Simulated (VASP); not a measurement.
All values below come from HSE06 screened hybrid, VASP's PBE PAW potentials (set 64) (plane waves; VASP).

VASP ran on this input.

**POSCAR**
```
LiH
2.7397790
  0.0000000000   0.7071068900   0.7071068900
  0.7071068900   0.0000000000   0.7071068900
  0.7071068900   0.7071068900   0.0000000000
Li H
1 1
Cartesian
  0.0000000000   0.0000000000   0.0000000000
  0.7071068900   0.7071068900   0.7071068900
```

INCAR:
```
SYSTEM = LiH
PREC = Accurate; ENCUT = 520; LREAL = F
LASPH = T; ISYM = 3
EDIFF = 1E-6; NELM = 60; ALGO = Normal
ISMEAR = 0; SIGMA = 0.05
GGA = PE; LHFCALC = T; AEXX = 0.25
HFSCREEN = 0.2; PRECFOCK = Fast
ISIF = 2
LWAVE = F; LCHARG = F
```

**KPOINTS**
```
Automatic mesh
0
Gamma
8 8 8
0 0 0
```

POTCAR, in this order: Li_sv H (PBE.64 set). Program: vasp_std. Read from the step before: WAVECAR.

The run wrote:

File OUTCAR:
```
 ion  position               nearest neighbor table
   1  0.000  0.000  0.000-
   2  0.500  0.500  0.500-
  LATTYP: Found a face centered cubic cell.
 ALAT       =     3.8746332162
 Subroutine PRICEL returns:
 Original cell was already a primitive cell.
 Subroutine GETGRP returns: Found 48 space group operations
The static configuration has the point symmetry O_h .
The dynamic configuration has the point symmetry O_h .
 Subroutine INISYM returns: Found 48 space group operations
 Subroutine IBZKPT returns following result:
 Found     29 irreducible k-points:

 Following reciprocal coordinates:
            Coordinates               Weight
  0.000000  0.000000  0.000000      1.000000
  0.125000  0.000000  0.000000      8.000000
  0.250000  0.000000  0.000000      8.000000
  0.375000  0.000000  0.000000      8.000000
  0.500000  0.000000  0.000000      4.000000
  0.125000  0.125000  0.000000      6.000000
  0.250000  0.125000  0.000000     24.000000
  0.375000  0.125000  0.000000     24.000000
  0.500000  0.125000  0.000000     24.000000
...
```

OSZICAR:
```
       N       E                     dE             d eps       ncg     rms          rms(c)
DAV:   1    -0.678243081950E+01   -0.67824E+01   -0.11902E-01   360   0.358E+00    0.903E-02
DAV:   2    -0.678292978106E+01   -0.49896E-03   -0.11029E-03   474   0.364E-01    0.615E-02
DAV:   3    -0.678286782032E+01    0.61961E-04   -0.30893E-05   468   0.580E-02    0.381E-02
DAV:   4    -0.678284953293E+01    0.18287E-04   -0.16602E-05   432   0.340E-02    0.237E-02
DAV:   5    -0.678284603058E+01    0.35023E-05   -0.64260E-06   468   0.216E-02    0.149E-02
DAV:   6    -0.678284587774E+01    0.15284E-06   -0.18001E-06   312   0.119E-02
   1 F= -.67828459E+01 E0= -.67828459E+01  d E =-.151300E-21
```

### OUTCAR
```
------------------------ aborting loop because EDIFF is reached ----------------------------------------
  FORCE on cell =-STRESS in cart. coord.  units (eV):
  Direction    XX          YY          ZZ          XY          YZ          ZX
  --------------------------------------------------------------------------------------
  Total        0.3184595      0.3184595      0.3184595     -0.0000000     -0.0000000      0.0000000
  in kB       35.0859252     35.0859252     35.0859252     -0.0000000     -0.0000000      0.0000000
  external PRESSURE =      35.0859252 kB  Pullay stress =       0.0000000 kB
  volume of cell :       14.54
      direct lattice vectors                 reciprocal lattice vectors
     0.000000000  1.937316608  1.937316608    -0.258088945  0.258088945  0.258088945
     1.937316608  0.000000000  1.937316608     0.258088945 -0.258088945  0.258088945
     1.937316608  1.937316608  0.000000000     0.258088945  0.258088945 -0.258088945
  FREE ENERGIE OF THE ION-ELECTRON SYSTEM (eV)
  ---------------------------------------------------
  free  energy   TOTEN  =        -6.7828458777 eV

  energy  without entropy=       -6.7828458777  energy(sigma->0) =       -6.78284588

  exchange ACFDT corr.  =         0.00000000  see jH, gK, PRB 81, 115126
```
(Selected blocks of OUTCAR.)

The compound is LiH in the rock salt structure. This cell is one point of a volume scan, at 0.91 of the reference volume. The cell's shape comes from a PBE relaxation.
